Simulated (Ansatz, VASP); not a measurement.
This is a calculation of GaGe for Ansatz 0.2.0.

Contents of input.yaml:

```yaml
crystal:
  lattice:
    - [0.0, 2.9170355792, 2.9170355792]
    - [2.9170355792, 0.0, 2.9170355792]
    - [2.9170355792, 2.9170355792, 0.0]
  atoms:
    - { symbol: Ge, position: [0.0, 0.0, 0.0] }
    - { symbol: Ga, position: [0.25, 0.25, 0.25] }
kpoints:
  mp_grid: { grid: [8, 8, 8] }
scf:
  occupations: { method: fermi_dirac, width: 0.05 }
hamiltonian:
  xc: lda
  pseudopotentials: { kind: all_electron, lapw: { basis_error: 0.001 } }
output:
  forces: true
  stress: true
  eigenvalues: true
```

Potentials or basis: all-electron LAPW, scalar-relativistic.

The run is started by

```console
$ ansatz run input.yaml --threads 1 --pin off --max-ram 3072MiB --backend cpu --events-out ev --progress --plain --runs-dir out
```

Q: Translate it to VASP 6.6.1. Potentials there: VASP PAW LDA potentials, release 64 (Ge_d, Ga_d).

A: As run (the cutoff follows the program's own potentials):

INCAR

```
SYSTEM = GaGe
ALGO     = Normal         ! electronic algorithm
EDIFF    = 1E-7           ! SCF threshold, eV
ENCUT    = 520            ! plane-wave cutoff, eV
ISIF     = 2              ! what is computed and relaxed
ISMEAR   = -1             ! smearing method
LASPH    = .TRUE.         ! aspherical terms in the spheres
LCHARG   = .FALSE.        ! write CHGCAR
LREAL    = .FALSE.        ! projectors in reciprocal space
LWAVE    = .FALSE.        ! write WAVECAR
NBANDS   = 20             ! bands
NELM     = 80             ! most SCF steps
PREC     = Accurate       ! precision mode
SIGMA    = 0.05           ! smearing width, eV
```

KPOINTS

```
k-points
0
G
  8 8 8
  0 0 0
```

The input POSCAR:

```
GaGe
1.0
    0.0000000000      2.9170355792      2.9170355792
    2.9170355792      0.0000000000      2.9170355792
    2.9170355792      2.9170355792      0.0000000000
Ge Ga
1 1
Direct
    0.0000000000      0.0000000000      0.0000000000
    0.2500000000      0.2500000000      0.2500000000
```

Potentials or basis: VASP PAW LDA potentials, release 64 (Ge_d, Ga_d).

Launch:

```console
$ cat potpaw_LDA.64/Ge_d/POTCAR potpaw_LDA.64/Ga_d/POTCAR > POTCAR
$ mpirun -np 1 vasp_std > vasp.out
```

Both were run:

|  | VASP | Ansatz | Ansatz less VASP |
| --- | --- | --- | --- |
| gap on the k mesh at the Fermi level (eV) | none | none | - |
| pressure (GPa) | -4.8 | -4.9 | -0.07 |

A gap of «none» marks a metal or a gap that the smearing closes. Ansatz ran all-electron here, so the differences hold the error of VASP's frozen core and of both bases.
